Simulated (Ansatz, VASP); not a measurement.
**SiC (SiC, zinc blende or diamond type, a = 4.161 A) in two plane-wave programs**

One calculation is typed for both programs; each brings its own data sets. How far apart do they land? The cell is taken from a series of runs on this material, whose earlier steps may have relaxed, scaled, displaced or heated it; both programs get it as it stands.

Method: plane waves, with VASP 6.6.1 beside it; PBE, in Ansatz 0.2.0.

## (1) Starting point

Symmetry: F-43m, No. 216, cubic system. The conventional cell has a = 4.161 Å, b = 4.161 Å, c = 4.161 Å, α = 90.00°, β = 90.00°, γ = 90.00°. Si has 4 C at 1.80 Å nearest. Nearest to C lie 4 Si at 1.80 Å. Farther neighbours are not listed.

Structure file:

```cif
data_structure
_symmetry_space_group_name_H-M 'P 1'
_symmetry_Int_Tables_number 1
_cell_length_a 2.9423
_cell_length_b 2.9423
_cell_length_c 4.1610
_cell_angle_alpha 90.000
_cell_angle_beta 90.000
_cell_angle_gamma 90.000
_cell_volume 36.02
loop_
_atom_site_label
_atom_site_type_symbol
_atom_site_fract_x
_atom_site_fract_y
_atom_site_fract_z
_atom_site_occupancy
Si1 Si 0.00000 0.00000 0.00000 1
Si2 Si 0.50000 0.50000 0.50000 1
C3 C 0.50000 0.00000 0.25000 1
C4 C 0.00000 0.50000 0.75000 1
```

## (2) VASP: single point, PBE

A single point takes one fixed geometry, so differences don't come from the geometry; what else differs is listed under the comparison.

Lines of VASP's logs that name or quote its potential files are left out, and so is its time.

INCAR

```
SYSTEM = SiC
PREC = Accurate
ENCUT = 520
EDIFF = 1E-06
NELM = 120
ISMEAR = 0
SIGMA = 0.01
LREAL = .FALSE.
ALGO = Normal
GGA = PE
NBANDS = 14
LORBIT = 11
LWAVE = .FALSE.
LCHARG = .FALSE.
ISIF = 2
LASPH = .TRUE.
GGA_COMPAT = .FALSE.
EFERMI = MIDGAP
```

POSCAR

```
SiC
1.0
    2.9422713165      0.0000000000      0.0000000000
    0.0000000000      2.9422713165      0.0000000000
    0.0000000000      0.0000000000      4.1610000000
Si C
2 2
Direct
    0.0000000000      0.0000000000      0.0000000000
    0.5000000000      0.5000000000      0.5000000000
    0.5000000000      0.0000000000      0.2500000000
    0.0000000000      0.5000000000      0.7500000000
```

KPOINTS

```
Automatic mesh
0
Gamma
8 8 6
0 0 0
```

The projector-augmented-wave data sets are Si and C (PBE family, release 64).

The run is started by

```
$ mpirun -np 1 vasp_std
```

Numbers of over 12 decimals in the logs are rounded to 6 here.

The log of the run:

```text
[banner, memory and clock lines left out]
running    1 mpi-ranks, on    1 nodes
 distrk:  each k-point on    1 cores,    1 groups
 distr:  one band on    1 cores,    1 groups

 POSCAR found type information on POSCAR SiC
 POSCAR found :  2 types and       4 ions
 LDA part: xc-table for (Slater+PW92), standard interpolation
 POSCAR, INCAR and KPOINTS ok, starting setup
 FFT: planning ... GRIDC
 FFT: planning ... GRID_SOFT
 FFT: planning ... GRID
 WAVECAR not read
 entering main loop
       N       E                     dE             d eps       ncg     rms          rms(c)
DAV:   1     0.306767372758E+02    0.30677E+02   -0.75101E+03  1680   0.101E+03
DAV:   2    -0.313388766500E+02   -0.62016E+02   -0.56482E+02  2308   0.180E+02
DAV:   3    -0.339399934748E+02   -0.26011E+01   -0.25865E+01  2310   0.341E+01
DAV:   4    -0.339598257192E+02   -0.19832E-01   -0.19830E-01  1872   0.361E+00
DAV:   5    -0.339600450345E+02   -0.21932E-03   -0.21929E-03  2328   0.350E-01    0.147E+01
DAV:   6    -0.295993274603E+02    0.43607E+01   -0.96042E+00  2112   0.194E+01    0.690E+00
DAV:   7    -0.294166882566E+02    0.18264E+00   -0.14151E+00  2154   0.744E+00    0.282E+00
DAV:   8    -0.293985534369E+02    0.18135E-01   -0.63781E-02  1938   0.167E+00    0.629E-01
DAV:   9    -0.293972264047E+02    0.13270E-02   -0.72467E-03  2094   0.618E-01    0.122E-01
DAV:  10    -0.293974048674E+02   -0.17846E-03   -0.60149E-04  2100   0.167E-01    0.584E-02
DAV:  11    -0.293974217282E+02   -0.16861E-04   -0.61818E-05  2010   0.639E-02    0.131E-02
DAV:  12    -0.293974227639E+02   -0.10357E-05   -0.38131E-06  2058   0.133E-02    0.335E-03
DAV:  13    -0.293974229563E+02   -0.19240E-06   -0.10287E-07  1164   0.262E-03
   1 F= -.29397423E+02 E0= -.29397423E+02  d E =0.000000E+00
```

Parts of OUTCAR (step 2):

```text
ion  position               nearest neighbor table
   1  0.000  0.000  0.000-   3 1.80   4 1.80   4 1.80   3 1.80   2 2.94   2 2.94   2 2.94   2 2.94
                             2 2.94   2 2.94   2 2.94   2 2.94
   2  0.500  0.500  0.500-   3 1.80   4 1.80   3 1.80   4 1.80   1 2.94   1 2.94   1 2.94   1 2.94
                             1 2.94   1 2.94   1 2.94   1 2.94
   3  0.500  0.000  0.250-   1 1.80   2 1.80   2 1.80   1 1.80
   4  0.000  0.500  0.750-   1 1.80   2 1.80   1 1.80   2 1.80

  LATTYP: Found a simple tetragonal cell.
 ALAT       =     2.9422713165
 C/A-ratio  =     1.4142135624

 Subroutine GETGRP returns: Found  8 space group operations
 (whereof  8 operations were pure point group operations)

The static configuration has the point symmetry D_2d.

 Found     60 irreducible k-points:

   k-points           NKPTS =     60   k-points in BZ     NKDIM =     60   number of bands    NBANDS=     14

   dimension x,y,z NGX =    24 NGY =   24 NGZ =   32
   dimension x,y,z NGXF=    48 NGYF=   48 NGZF=   64

   ENCUT  =  520.0 eV  38.22 Ry    6.18 a.u.   5.47  5.47  7.74*2*pi/ulx,y,z

   NELECT =      16.0000    total number of electrons

 k-points in reciprocal lattice and weights: Automatic mesh
   0.00000000  0.00000000  0.00000000       0.003
   0.12500000  0.00000000  0.00000000       0.010
   0.25000000  0.00000000  0.00000000       0.010
   0.37500000  0.00000000  0.00000000       0.010
   0.50000000  0.00000000  0.00000000       0.005
   0.12500000  0.12500000  0.00000000       0.010
   0.25000000  0.12500000  0.00000000       0.021
   0.37500000  0.12500000  0.00000000       0.021
   0.50000000  0.12500000  0.00000000       0.010
[...]
0.50000000  0.37500000  0.50000000       0.010
   0.50000000  0.50000000  0.50000000       0.003

 average (electrostatic) potential at core
       1 -78.3849       2 -78.3849       3 -42.7532       4 -42.7532

 E-fermi :  10.3478

 k-point     1 :       0.0000    0.0000    0.0000
  band No.  band energies     occupation
    ...
      4       6.2910      2.00000
      5       6.2910      2.00000
      6       9.7405      2.00000
      7       9.7405      2.00000
      8       9.7405      2.00000
      9      10.9551      0.00000
     10      14.5786      0.00000
     11      17.6249      0.00000
     12      18.0852      0.00000
     13      18.0852      0.00000
    ...

 k-point     2 :       0.1250    0.0000    0.0000
  band No.  band energies     occupation
    ...
      4       5.0781      2.00000
      5       6.4607      2.00000
      6       8.8212      2.00000
      7       9.3056      2.00000
      8       9.7281      2.00000
      9      11.8033      0.00000
     10      15.6550      0.00000
     11      17.7028      0.00000
     12      18.2211      0.00000
     13      18.2253      0.00000
    ...

 k-point     3 :       0.2500    0.0000    0.0000
  band No.  band energies     occupation
    ...
      4       3.5040      2.00000
      5       6.9488      2.00000
      6       6.9573      2.00000
      7       8.1362      2.00000
      8       9.6114      2.00000
      9      12.9603      0.00000
     10      17.7724      0.00000
     11      18.3353      0.00000
     12      18.5234      0.00000
     13      18.5638      0.00000
    ...

  Total        9.8551643      9.8551643      9.8465114      0.0000000     -0.0000000      0.0000000
  in kB      438.3401996    438.3401996    437.9553340      0.0000000     -0.0000000      0.0000000
  external PRESSURE =     438.2119110 kB  Pullay stress =       0.0000000 kB

  energy-cutoff  :      520.00
  volume of cell :       36.02
      direct lattice vectors                 reciprocal lattice vectors
     2.942271316  0.000000000  0.000000000     0.339873483  0.000000000  0.000000000
     0.000000000  2.942271316  0.000000000     0.000000000  0.339873483  0.000000000
     0.000000000  0.000000000  4.161000000     0.000000000  0.000000000  0.240326845

 POSITION                                       TOTAL-FORCE (eV/Angst)
 -----------------------------------------------------------------------------------
      0.00000      0.00000      0.00000        -0.000000      0.000000     -0.000000
      1.47114      1.47114      2.08050         0.000000      0.000000      0.000000
      1.47114      0.00000      1.04025         0.000000     -0.000000     -0.000000
      0.00000      1.47114      3.12075         0.000000     -0.000000     -0.000000
 -----------------------------------------------------------------------------------
    total drift:                                0.000000      0.000000     -0.000000

  FREE ENERGIE OF THE ION-ELECTRON SYSTEM (eV)
  ---------------------------------------------------
  free  energy   TOTEN  =       -29.3974229563 eV

  energy  without entropy=      -29.3974229563  energy(sigma->0) =      -29.39742296

 total charge
# of ion       s       p       d       tot
------------------------------------------
    1        0.725   1.084   0.000   1.809
    2        0.725   1.084   0.000   1.809
    3        0.859   1.848   0.000   2.707
    4        0.859   1.848   0.000   2.707
--------------------------------------------------
tot          3.168   5.864   0.000   9.032

[... 3 further parts left out ...]
```

The run ends at a pressure of 43.82 GPa.

## (3) Ansatz: single point, PBE

Ansatz runs on its default PAW (the set named soft_2) files.

The same cell, functional and mesh now go to Ansatz, which takes its cutoff from its data sets.

input.yaml

```yaml
crystal:
  lattice:
    - [2.9422713165, 0.0, 0.0]
    - [0.0, 2.9422713165, 0.0]
    - [0.0, 0.0, 4.161]
  atoms:
    - { symbol: Si, position: [0.0, 0.0, 0.0] }
    - { symbol: C, position: [0.5, 0.0, 0.25] }
    - { symbol: Si, position: [0.5, 0.5, 0.5] }
    - { symbol: C, position: [0.0, 0.5, 0.75] }
kpoints:
  mp_grid: { grid: [8, 8, 6] }
hamiltonian:
  xc: pbe
scf:
  occupations: { method: fixed }
  convergence: { dr2_threshold: 1.0e-09 }
output:
  transmission:
    leads: [[0, 0]]
    kpoints: [[0, 0], [0.5, 0], [0.5, 0.5], [0.25, 0]]
    e_range: [-1.92, 4.48]
    de: 0.16
```

The run is started by

```
$ ansatz run input.yaml --threads 2 --pin off --max-ram 4096MiB --backend cpu --events-out ev --progress --plain --runs-dir out
```

The log of the run:

```text
Engine: ansatz 0.2.0, aarch64-unknown-linux-gnu
Pseudopotentials: kind: paw
Pseudopotential: Si, paw, valence charge 4, recommended cutoff 420 eV (normal), Si.paw.azcp
Pseudopotential: C, paw, valence charge 4, recommended cutoff 420 eV (normal), C.paw.azcp
Functional definition: PBE
  parameter kappa = 0.804
  parameter beta = 0.066725
  exchange = pbe_x(kappa = kappa, mu = beta*pi^2/3)
  correlation = pbe_c(beta = beta)
Crystal: 4 atoms, lattice volume = 36.022 Å³
Basis set: ecut = 420 eV, 681 PW (Γ)
Bands: 12, of which v1, the nominal top of the filled ones, is band 8 counted from 1 (7 counted from 0)
Symmetry: 16 space group operations
Space group: F-43m (ITA 216), of the structure as read, at distance tolerance 3.3e-5 Å
k-points: 60 of 384 (time reversal used)
Non-local potential: Si, projectors of the file, l = 0: 2, l = 1: 2, l = 2: 2
Non-local potential: C, projectors of the file, l = 0: 2, l = 1: 2, l = 2: 1
PAW form: soft (Blöchl's): semilocal exchange-correlation on the pseudo side does not see the compensation charge
PAW one-centre angular grid: Si, 110 points (default); XC on 64 Gauss nodes
PAW one-centre angular grid: C, 110 points (default); XC on 64 Gauss nodes
Initial density: superposition of atomic densities (neutral atoms: chi_scale 0, normalization atom), corrected by the library's trained network
Initial wavefunctions: pseudopotential atomic-orbital guess
Functional: x = pbe(κ = 0.804, μ = 0.219515), c = pbe(β = 0.066725)
SCF iter   1: F=—  HF=-1773.593540 eV  |F-HF|=—  |Δ(HF+E_count)|=         —  Δρ=1.58e-3  dr2=4.30e-4  ethr=1.77e-3  ⟨swp⟩=4.1  Hψ=4133  notcnv=0  defer=118
preconditioner: auto → none  [insulator: Δε(μ)=1.214 eV  Ē_g=13.036 eV  n_scr=6 (ndim 8)  ℏωp=24.7 eV  f_vac=0.000  ε∞_Penn≈4.6]
SCF iter   2: F=—  HF=-1773.594038 eV  |F-HF|=—  |Δ(HF+E_count)|=   4.98e-4  Δρ=7.64e-4  dr2=1.11e-4  ethr=2.69e-6  ⟨swp⟩=2.1  Hψ=1732  notcnv=0  defer=120
SCF iter   3: F=—  HF=-1773.594143 eV  |F-HF|=—  |Δ(HF+E_count)|=   1.05e-4  Δρ=2.95e-4  dr2=3.18e-5  ethr=6.93e-7  ⟨swp⟩=2.0  Hψ=1247  notcnv=0  defer=120
SCF iter   4: F=—  HF=-1773.594133 eV  |F-HF|=—  |Δ(HF+E_count)|=   9.17e-6  Δρ=3.46e-5  dr2=3.33e-7  ethr=1.99e-7  ⟨swp⟩=2.1  Hψ=1109  notcnv=0  defer=4
SCF iter   5: F=—  HF=-1773.594134 eV  |F-HF|=—  |Δ(HF+E_count)|=   1.10e-6  Δρ=1.32e-5  dr2=2.50e-8  ethr=2.08e-9  ⟨swp⟩=2.5  Hψ=1198  notcnv=0
SCF iter   6: F=-1773.594134 eV  HF=-1773.594134 eV  |F-HF|=3.91e-11  |Δ(HF+E_count)|=   1.12e-8  Δρ=9.83e-7  dr2=1.39e-10  ethr=6.25e-12  ⟨swp⟩=2.4  Hψ=3318  notcnv=0
SCF 1 converged in 6 iterations: F = -1773.594134 eV  dr2 = 1.39e-10
  greatest PAW one-centre occupation: 0.665 electrons in one spin orbital (limit 2), on the C atom at site 3 (counted from 0), in its partial waves of l = 0
transmission: 6 of 24 steps passed
transmission: 12 of 24 steps passed
transmission: 18 of 24 steps passed
transmission: 24 of 24 steps passed
SCF converged after 6 iterations
Free energy (F): -1773.594134 eV
Harris-Foulkes:  -1773.594134 eV  (|F-HF|=3.91e-11)
Internal energy: -1773.594134 eV  (E = F + TS)
E sigma→0 (E₀):  -1773.594134 eV
Fermi energy:    11.318215 eV
--- Per-component energies (eV) ---
  E_band       = 80.865956
  E_kinetic    = 287.498191
  E_local      = -192.089267  (includes V_loc(G=0)·N_el)
  E_nonlocal   = 107.842063
  E_hartree    = 61.492476
  E_xc         = -216.217593
  E_vxc        = -225.490009  (∫ρ·V_xc dr)
  E_paw        = -1225.586651  (= ΣΔE_a)
  E_vpaw       = -19.880060  (= ΣTr[D̂ρ^β])
  E_aug_tail   = 0.000035  (compensation charges beyond the density's cutoff)
  E_ewald      = -596.533388
  E_smearing   = -0.000000  (= −TS)
  E_closure    = 0.000000  (closes the sum)
  Σ components = -1773.594134   (vs F -1773.594134, Δ=0.00e0)
--- Band table (eV; the first three rows and the last of 60) ---
  k-point 0: bands = [... 4 lower, 7.8644, 11.3182, 11.3182, 11.3182, 12.5368, 16.1599, 19.1712, 19.6610]
  k-point 1: bands = [... 4 lower, 8.0249, 10.8060, 10.9535, 10.9535, 12.9160, 16.3850, 18.9708, 19.7867]
  k-point 2: bands = [... 4 lower, 8.4944, 9.5723, 10.1239, 10.1239, 14.0537, 17.0698, 17.6449, 19.8005]
  k-point 59: bands = [... 4 lower, 5.6706, 5.6706, 6.0825, 6.0825, 16.7268, 16.7268, 21.7571, 21.7571]
--- Transmission ---
  basis      : 69 plane waves across, 6 finite elements along
  points     : 4, as listed
  energies   : 41 from -1.920000 to 4.480000 eV about the Fermi level, 0.160000 eV apart; the leads are filled to 0.609278 eV, and channels, transmission and decay are at 0.640000 eV
  crystal 0  : C2Si2, at the sites [0, 0], period 4.1610 Å: whole cells are its period
    offset         : up to 0.0000 Å between an atom of the period and one for which it stands
    channels       : 0.000000e0 a spin
    conductance    : none, the energies end too early or step too widely for 300 K: set another output.transmission.e_range or a lower de, or, where they end at an eighth of basis.ecutwfc, a higher one
    slowest decay  : 0.1723 /Å at (0.5000, 0.5000)
```

## (4) Comparison

Known differences besides the potentials themselves: fixed occupations in Ansatz, narrow Gaussian smearing in VASP; the cutoff is 420 eV in Ansatz and 520 eV in VASP. Total energies have different zeros and are not compared.

Compared:

```csv
quantity,Ansatz,VASP,difference
gap on the k mesh (eV),1.219,1.215,+0.004
```

A gap on the mesh is an upper bound, since the band edges may lie between its points.

## (5) Summary of results

```yaml
difference_in_gap_on_the_k_mesh_single_point_pbe: 0.0040 eV
```

The difference in gap on the k mesh is 0.0040 eV (single point, PBE), within the 0.08 eV picked in this series as the mark of a large difference. How closely two codes agree says nothing of how well the functional describes the real material.

[Lines on the potential files, build, host, timing and source positions are cut from VASP's logs without a mark.]

[Logs are printed without paths, hosts, clocks, repeated set-up lines and the standing remarks that a program may print on its own settings, such as how far it seeks lower states.]

[Hosts, paths, dates, database ids (printed as entryN), source tags and the programs' standing remarks are cut or masked in the printed files.]
